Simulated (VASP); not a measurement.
Calculation: r2SCAN meta-GGA, VASP's PBE PAW potentials (set 64) (plane waves; VASP).

A VASP calculation is set up with these files.

**POSCAR**
```
Cu
1.0
  0.0000000000   1.7725008092   1.7725008092
  1.7725008092   0.0000000000   1.7725008092
  1.7725008092   1.7725008092   0.0000000000
Cu
1
Cartesian
  1.7725008092   1.7725008092   0.0000000000
```

### INCAR
```
# general
SYSTEM =Cu
PREC   =Accurate
ENCUT  =500
LREAL  =.FALSE.
LASPH  =.TRUE.

# electronic loop
EDIFF  =1E-6
NELM   =100
ALGO   =Normal
LMAXMIX=4
LMIXTAU=.TRUE.

# smearing
ISMEAR =1
SIGMA  =0.1

# functional
METAGGA=R2SCAN

# ions
IBRION =2
NSW    =40
ISIF   =3
EDIFFG =-0.02
PSTRESS=50

# output
LWAVE  =.FALSE.
LCHARG =.FALSE.
```

KPOINTS:
```
Automatic mesh
0
Gamma
18 18 18
0 0 0
```

POTCAR, in this order: Cu (PBE.64 set). Program: vasp_std.

What VASP printed:

**OSZICAR**
```
       N       E                     dE             d eps       ncg     rms          rms(c)
DAV:   1     0.260375779553E+02    0.26038E+02   -0.57209E+03  3670   0.204E+03
DAV:   2    -0.128705375217E+02   -0.38908E+02   -0.36711E+02  3532   0.198E+02
DAV:   3    -0.133421728877E+02   -0.47164E+00   -0.47070E+00  4108   0.315E+01
DAV:   4    -0.133459557720E+02   -0.37829E-02   -0.37826E-02  4332   0.252E+00
DAV:   5    -0.133460082694E+02   -0.52497E-04   -0.52498E-04  4120   0.242E-01    0.785E+00
DAV:   6    -0.113664799537E+02    0.19795E+01   -0.27031E+01  3720   0.127E+02    0.548E+00
DAV:   7    -0.108325813043E+02    0.53390E+00   -0.56347E+00  3763   0.545E+01    0.592E-01
DAV:   8    -0.108256147207E+02    0.69666E-02   -0.87933E-02  4079   0.695E+00    0.856E-01
DAV:   9    -0.108196266668E+02    0.59881E-02   -0.12335E-01  4468   0.818E+00    0.667E-02
DAV:  10    -0.108204579935E+02   -0.83133E-03   -0.13859E-03  4181   0.537E-01    0.106E-01
DAV:  11    -0.108204267841E+02    0.31209E-04   -0.91417E-04  4751   0.593E-01    0.139E-02
DAV:  12    -0.108204517686E+02   -0.24985E-04   -0.17000E-04  3765   0.258E-01    0.250E-02
DAV:  13    -0.108204553483E+02   -0.35797E-05   -0.89744E-05  3918   0.196E-01    0.211E-03
DAV:  14    -0.108204580523E+02   -0.27040E-05   -0.83994E-07  3232   0.126E-02    0.229E-03
DAV:  15    -0.108204574206E+02    0.63168E-06   -0.10659E-06  1861   0.255E-02
   1 F= -.10472882E+02 E0= -.10472863E+02  d E =-.104729E+02
       N       E                     dE             d eps       ncg     rms          rms(c)
DAV:   1    -0.108240948263E+02   -0.36368E-02   -0.49400E-02  3691   0.584E+00    0.407E-01
DAV:   2    -0.108223247124E+02    0.17701E-02   -0.37399E-02  3710   0.437E+00    0.157E-01
DAV:   3    -0.108216912425E+02    0.63347E-03   -0.67511E-03  3770   0.184E+00    0.684E-02
DAV:   4    -0.108216082567E+02    0.82986E-04   -0.59414E-04  4233   0.385E-01    0.239E-02
DAV:   5    -0.108216248212E+02   -0.16565E-04   -0.11613E-04  3800   0.206E-01    0.107E-03
DAV:   6    -0.108216256236E+02   -0.80246E-06   -0.14272E-06  2478   0.228E-02
   2 F= -.10472913E+02 E0= -.10472891E+02  d E =-.308284E-04
       N       E                     dE             d eps       ncg     rms          rms(c)
DAV:   1    -0.108215088372E+02    0.11598E-03   -0.33706E-03  3697   0.152E+00    0.108E-01
DAV:   2    -0.108213649132E+02    0.14392E-03   -0.26552E-03  3711   0.116E+00    0.422E-02
DAV:   3    -0.108213326203E+02    0.32293E-04   -0.48038E-04  3495   0.489E-01    0.180E-02
DAV:   4    -0.108213294299E+02    0.31904E-05   -0.40541E-05  4160   0.995E-02    0.620E-03
DAV:   5    -0.108213315936E+02   -0.21637E-05   -0.80294E-06  3000   0.540E-02    0.287E-04
DAV:   6    -0.108213314751E+02    0.11853E-06   -0.14546E-07  1783   0.777E-03
   3 F= -.10472919E+02 E0= -.10472897E+02  d E =-.369666E-04
```

### OUTCAR
```
------------------------ aborting loop because EDIFF is reached ----------------------------------------
  FORCE on cell =-STRESS in cart. coord.  units (eV):
  Direction    XX          YY          ZZ          XY          YZ          ZX
  --------------------------------------------------------------------------------------
  Total        0.3467887      0.3467887      0.3467887     -0.0000000      0.0000000     -0.0000000
  in kB       49.7670048     49.7670048     49.7670048     -0.0000000      0.0000000     -0.0000000
  external PRESSURE =      -0.2329952 kB  Pullay stress =      50.0000000 kB
  volume of cell :       11.16
      direct lattice vectors                 reciprocal lattice vectors
    -0.000000000  1.773922611  1.773922611    -0.281861225  0.281861225  0.281861225
     1.773922611  0.000000000  1.773922611     0.281861225 -0.281861225  0.281861225
     1.773922611  1.773922611  0.000000000     0.281861225  0.281861225 -0.281861225
 POSITION                                       TOTAL-FORCE (eV/Angst)
 -----------------------------------------------------------------------------------
      0.00000      0.00000      0.00000        -0.000000      0.000000      0.000000
 -----------------------------------------------------------------------------------
    total drift:                                0.000000     -0.000000      0.000000
  FREE ENERGIE OF THE ION-ELECTRON SYSTEM (eV)
  ---------------------------------------------------
  free  energy   TOTEN  =       -10.8213314751 eV

  energy  without entropy=      -10.8212659696  energy(sigma->0) =      -10.82130964
  enthalpy is  TOTEN    =       -10.4729192172 eV   P V=        0.3484122579

 reached required accuracy - stopping structural energy minimisation
```
(Selected blocks of OUTCAR.)

File CONTCAR:
```
Cu
   1.00000000000000
    -0.0000000000000000    1.7739226112398669    1.7739226112398669
     1.7739226112398669    0.0000000000000000    1.7739226112398669
     1.7739226112398669    1.7739226112398669    0.0000000000000000
  Cu
     1
Direct
     0.0000000000000000    0.0000000000000000    0.0000000000000000
```

The compound is Cu in the fcc structure. This run relaxes it under an external pressure of 5 GPa. Symmetry was kept, so distortions that lower it aren't found.
